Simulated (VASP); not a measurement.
These are r2SCAN meta-GGA, VASP's PBE PAW potentials (set 64) (plane waves; VASP) values and carry that method's errors.

The input files of a VASP run:

File KPOINTS_OPT:
```
k-points along high-symmetry lines
6
Line-mode
Reciprocal
  0.000000   0.000000   0.000000 ! GAMMA
  0.500000   0.000000   0.000000 ! M

  0.500000   0.000000   0.000000 ! M
  0.333333   0.333333   0.000000 ! K

  0.333333   0.333333   0.000000 ! K
  0.000000   0.000000   0.000000 ! GAMMA

  0.000000   0.000000   0.000000 ! GAMMA
  0.000000   0.000000   0.500000 ! A

  0.000000   0.000000   0.500000 ! A
  0.500000   0.000000   0.500000 ! L

  0.500000   0.000000   0.500000 ! L
  0.333333   0.333333   0.500000 ! H

  0.333333   0.333333   0.500000 ! H
  0.000000   0.000000   0.500000 ! A

  0.500000   0.000000   0.500000 ! L
  0.500000   0.000000   0.000000 ! M

  0.333333   0.333333   0.500000 ! H
  0.333333   0.333333   0.000000 ! K
```

POSCAR:
```
HgTe
1
    4.7027136639     0.0000000000     0.0000000000
   -2.3513568320     4.0726696670     0.0000000000
    0.0000000000     0.0000000000    10.4003416872
Hg Te
3 3
Direct
  0.6989714876   0.6989714876   0.0000000000
  0.3010285124   0.0000000000   0.6666670000
  0.0000000000   0.3010285124   0.3333330000
  0.5075941220   0.5075941220   0.5000000000
  0.4924058780   0.0000000000   0.1666670000
  0.0000000000   0.4924058780   0.8333330000
```

**INCAR**
```
SYSTEM = HgTe
PREC = Accurate
ENCUT = 400
EDIFF = 1E-7
NELM = 100
ALGO = Normal
LREAL = .FALSE.
LASPH = .TRUE.
ISMEAR = -5
METAGGA = R2SCAN
LMIXTAU = .TRUE.
LMAXMIX = 6
LWAVE = .FALSE.
LCHARG = .FALSE.
LORBIT = 11
NEDOS = 601
ISIF = 2
LEFG = .TRUE.
```

**KPOINTS**
```
Automatic mesh
0
Gamma
6 6 3
0 0 0
```

POTCAR, in this order: Hg Te (PBE.64 set). Program: vasp_std.

Output

### OSZICAR
```
       N       E                     dE             d eps       ncg     rms          rms(c)
DAV:   1     0.951986500777E+02    0.95199E+02   -0.21434E+04  1088   0.123E+03
DAV:   2    -0.222341216621E+03   -0.31754E+03   -0.31092E+03  1216   0.303E+02
DAV:   3    -0.240343800039E+03   -0.18003E+02   -0.17924E+02  1280   0.716E+01
DAV:   4    -0.240558552010E+03   -0.21475E+00   -0.21466E+00  1224   0.757E+00
DAV:   5    -0.240561536465E+03   -0.29845E-02   -0.29843E-02  1328   0.890E-01    0.115E+01
DAV:   6    -0.232140040576E+03    0.84215E+01   -0.81760E+00  1128   0.285E+01    0.118E+01
DAV:   7    -0.230280375082E+03    0.18597E+01   -0.44115E-01  1136   0.495E+00    0.858E+00
DAV:   8    -0.227745333274E+03    0.25350E+01   -0.44711E-01  1088   0.441E+00    0.259E+00
DAV:   9    -0.224928985691E+03    0.28163E+01   -0.93806E-01  1184   0.525E+00    0.875E-01
DAV:  10    -0.225091910411E+03   -0.16292E+00   -0.45591E-02  1112   0.120E+00    0.796E-01
DAV:  11    -0.225143069236E+03   -0.51159E-01   -0.90195E-03  1288   0.465E-01    0.682E-01
DAV:  12    -0.225253569060E+03   -0.11050E+00   -0.13979E-01  1168   0.173E+00    0.326E-01
DAV:  13    -0.225218845617E+03    0.34723E-01   -0.43741E-02  1256   0.108E+00    0.509E-01
DAV:  14    -0.225249447684E+03   -0.30602E-01   -0.98885E-03  1120   0.562E-01    0.391E-01
DAV:  15    -0.225264817533E+03   -0.15370E-01   -0.18009E-02  1200   0.750E-01    0.112E-01
DAV:  16    -0.225264772572E+03    0.44961E-04   -0.18702E-03  1224   0.176E-01    0.656E-02
DAV:  17    -0.225264587491E+03    0.18508E-03   -0.15815E-04  1184   0.919E-02    0.593E-02
DAV:  18    -0.225264877545E+03   -0.29005E-03   -0.70733E-05  1104   0.531E-02    0.272E-02
DAV:  19    -0.225265063787E+03   -0.18624E-03   -0.21737E-04  1184   0.790E-02    0.717E-02
DAV:  20    -0.225265066236E+03   -0.24489E-05   -0.22733E-05  1112   0.408E-02    0.198E-02
DAV:  21    -0.225265069526E+03   -0.32905E-05   -0.44713E-06  1248   0.132E-02    0.519E-03
DAV:  22    -0.225265071230E+03   -0.17040E-05   -0.17308E-06  1136   0.893E-03    0.761E-03
DAV:  23    -0.225265071752E+03   -0.52166E-06   -0.38930E-07   976   0.465E-03    0.393E-03
DAV:  24    -0.225265071804E+03   -0.51644E-07   -0.12570E-06  1160   0.677E-03    0.179E-03
DAV:  25    -0.225265072115E+03   -0.31135E-06   -0.56850E-08   752   0.148E-03    0.123E-03
DAV:  26    -0.225265072175E+03   -0.59620E-07   -0.24263E-08   616   0.976E-04
   1 F= -.22526507E+03 E0= -.22526507E+03  d E =0.000000E+00
       N       E                     dE             ncg
       N       E                     dE             ncg
       N       E                     dE             ncg
       N       E                     dE             ncg
```

### OUTCAR
```
------------------------ aborting loop because EDIFF is reached ----------------------------------------
  FORCE on cell =-STRESS in cart. coord.  units (eV):
  Direction    XX          YY          ZZ          XY          YZ          ZX
  --------------------------------------------------------------------------------------
  Total       -0.1056968     -0.1056968     -0.0459973      0.0000000      0.0000000     -0.0000000
  in kB       -0.8501531     -0.8501531     -0.3699707      0.0000000      0.0000000     -0.0000000
  external PRESSURE =      -0.6900923 kB  Pullay stress =       0.0000000 kB
  volume of cell :      199.19
      direct lattice vectors                 reciprocal lattice vectors
     4.702713664  0.000000000  0.000000000     0.212643183  0.122769594  0.000000000
    -2.351356832  4.072669667  0.000000000     0.000000000  0.245539187  0.000000000
     0.000000000  0.000000000 10.400341687     0.000000000  0.000000000  0.096150687
 POSITION                                       TOTAL-FORCE (eV/Angst)
 -----------------------------------------------------------------------------------
      1.64353      2.84668      0.00000        -0.006445     -0.011163     -0.000000
      1.41565      0.00000      6.93356         0.012890     -0.000000     -0.000000
     -0.70783      1.22599      3.46678        -0.006445      0.011163      0.000000
      1.19353      2.06726      5.20017         0.007886      0.013659     -0.000000
      2.31564      0.00000      1.73339        -0.015772     -0.000000      0.000000
     -1.15782      2.00541      8.66695         0.007886     -0.013659     -0.000000
 -----------------------------------------------------------------------------------
    total drift:                               -0.001322      0.001892     -0.000015
  FREE ENERGIE OF THE ION-ELECTRON SYSTEM (eV)
  ---------------------------------------------------
  free  energy   TOTEN  =      -225.2650721747 eV

  energy  without entropy=     -225.2650721747  energy(sigma->0) =     -225.26507217

 total charge

# of ion       s       p       d       tot
------------------------------------------
    1        0.808   0.308   9.342  10.458
    2        0.808   0.308   9.342  10.458
    3        0.808   0.308   9.342  10.458
    4        1.388   1.976   0.028   3.392
    5        1.388   1.976   0.028   3.392
    6        1.388   1.976   0.028   3.392
--------------------------------------------------
tot          6.588   6.853  28.109  41.551

 Electric field gradients after diagonalization (V/A^2)
 (convention: |V_zz| > |V_xx| > |V_yy|)
----------------------------------------------------------------------
 ion       V_xx      V_yy      V_zz     asymmetry (V_yy - V_xx)/ V_zz
----------------------------------------------------------------------
   1     311.324   285.941  -597.265       0.042
   2     311.325   285.941  -597.266       0.043
   3     311.325   285.941  -597.266       0.043
   4     300.216    98.174  -398.389       0.507
   5     300.215    98.174  -398.390       0.507
   6     300.216    98.174  -398.390       0.507
```
(Selected blocks of OUTCAR.)

The structure comes from a computed database's HgTe entry (P3_221); how it stands against other phases isn't given here. It was relaxed first.
